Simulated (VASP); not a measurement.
Method: PBEsol GGA, VASP's PBE PAW potentials (set 64) (plane waves; VASP).

The input files of a VASP run:

File POSCAR:
```
Si
5.3247830
  0.0000000000   0.5000000298   0.5000000298
  0.5000000298   0.0000000000   0.5000000298
  0.5000000298   0.5000000298   0.0000000000
Si
2
Cartesian
  0.0000000000   0.0000000000   0.0000000000
  0.2500000149   0.2500000149   0.2500000149
```

INCAR:
```
ALGO = Normal
EDIFF = 1E-7
ENCUT = 520
GGA = PS
ISIF = 2
ISMEAR = 0
LASPH = T
LCHARG = F
LREAL = F
LWAVE = F
NELM = 100
PREC = Accurate
SIGMA = 0.05
SYSTEM = Si
```

**KPOINTS**
```
Automatic mesh
0
G
  8 8 8
```

POTCAR, in this order: Si (PBE.64 set). Program: vasp_std.

What VASP printed:

### OSZICAR
```
       N       E                     dE             d eps       ncg     rms          rms(c)
DAV:   1     0.489039003361E+01    0.48904E+01   -0.32833E+03   464   0.771E+02
DAV:   2    -0.115062412876E+02   -0.16397E+02   -0.15480E+02   720   0.808E+01
DAV:   3    -0.117036030687E+02   -0.19736E+00   -0.19736E+00   544   0.114E+01
DAV:   4    -0.117045508464E+02   -0.94778E-03   -0.94778E-03   784   0.870E-01
DAV:   5    -0.117045512627E+02   -0.41627E-06   -0.41626E-06   568   0.165E-02    0.537E+00
DAV:   6    -0.115213876271E+02    0.18316E+00   -0.12302E-01   568   0.179E+00    0.323E+00
DAV:   7    -0.114413759619E+02    0.80012E-01   -0.20578E-01   576   0.241E+00    0.251E-01
DAV:   8    -0.114417481225E+02   -0.37216E-03   -0.51045E-03   552   0.552E-01    0.770E-02
DAV:   9    -0.114417922034E+02   -0.44081E-04   -0.79969E-05   704   0.760E-02    0.551E-02
DAV:  10    -0.114418024957E+02   -0.10292E-04   -0.13434E-05   560   0.262E-02    0.138E-02
DAV:  11    -0.114418022058E+02    0.28990E-06   -0.24123E-07   720   0.360E-03    0.211E-03
DAV:  12    -0.114418021581E+02    0.47690E-07   -0.10596E-07   544   0.272E-03
   1 F= -.11441802E+02 E0= -.11441802E+02  d E =-.478994E-10
```

File OUTCAR:
```
------------------------ aborting loop because EDIFF is reached ----------------------------------------
  FORCE on cell =-STRESS in cart. coord.  units (eV):
  Direction    XX          YY          ZZ          XY          YZ          ZX
  --------------------------------------------------------------------------------------
  Total        1.5601566      1.5601566      1.5601566      0.0000000      0.0000000      0.0000000
  in kB       66.2266765     66.2266765     66.2266765      0.0000000      0.0000000      0.0000000
  external PRESSURE =      66.2266765 kB  Pullay stress =       0.0000000 kB
  volume of cell :       37.74
      direct lattice vectors                 reciprocal lattice vectors
     0.000000000  2.662391659  2.662391659    -0.187801069  0.187801069  0.187801069
     2.662391659  0.000000000  2.662391659     0.187801069 -0.187801069  0.187801069
     2.662391659  2.662391659  0.000000000     0.187801069  0.187801069 -0.187801069
 POSITION                                       TOTAL-FORCE (eV/Angst)
 -----------------------------------------------------------------------------------
      0.00000      0.00000      0.00000         0.000000      0.000000      0.000000
      1.33120      1.33120      1.33120        -0.000000     -0.000000     -0.000000
 -----------------------------------------------------------------------------------
    total drift:                                0.000000      0.000000     -0.000000
  FREE ENERGIE OF THE ION-ELECTRON SYSTEM (eV)
  ---------------------------------------------------
  free  energy   TOTEN  =       -11.4418021581 eV

  energy  without entropy=      -11.4418021581  energy(sigma->0) =      -11.44180216
```
(Selected blocks of OUTCAR.)

### OUTCAR
```
 val. band max:        6.4068806406   @ k =   0.0000   0.0000   0.0000

 cond. band min:       6.8082204707   @ k =   0.3750   0.3750   0.0000


 Fermi energy:         6.6064376309

 k-point     1 :       0.0000    0.0000    0.0000
  band No.  band energies     occupation
      1      -6.0027      2.00000
      2       6.4069      2.00000
      3       6.4069      2.00000
      4       6.4069      2.00000
      5       8.9446      0.00000
      6       8.9446      0.00000
      7       8.9446      0.00000
      8      10.4187      0.00000

 k-point     2 :       0.1250    0.0000    0.0000
  band No.  band energies     occupation
      1      -5.7871      2.00000
      2       4.7669      2.00000
      3       6.0965      2.00000
      4       6.0965      2.00000
      5       9.0030      0.00000
      6       9.3980      0.00000
      7       9.3980      0.00000
      8      11.6355      0.00000

 k-point     3 :       0.2500    0.0000    0.0000
  band No.  band energies     occupation
      1      -5.1566      2.00000
      2       2.3356      2.00000
      3       5.6026      2.00000
      4       5.6026      2.00000
      5       8.5662      0.00000
      6       9.9077      0.00000
      7       9.9077      0.00000
      8      13.5609      0.00000

 k-point     4 :       0.3750    0.0000    0.0000
  band No.  band energies     occupation
      1      -4.2008      2.00000
      2       0.2040      2.00000
      3       5.2655      2.00000
      4       5.2655      2.00000
      5       8.2080      0.00000
      6       9.7836      0.00000
      7       9.7836      0.00000
      8      14.2039      0.00000

 k-point     5 :       0.5000    0.0000    0.0000
  band No.  band energies     occupation
      1      -3.4981      2.00000
      2      -0.9006      2.00000
      3       5.1512      2.00000
      4       5.1512      2.00000
      5       8.0816      0.00000
      6       9.6454      0.00000
      7       9.6454      0.00000
...
```

The compound is Si in the diamond structure. This cell is one point of a volume scan, at 0.94 of the reference volume.
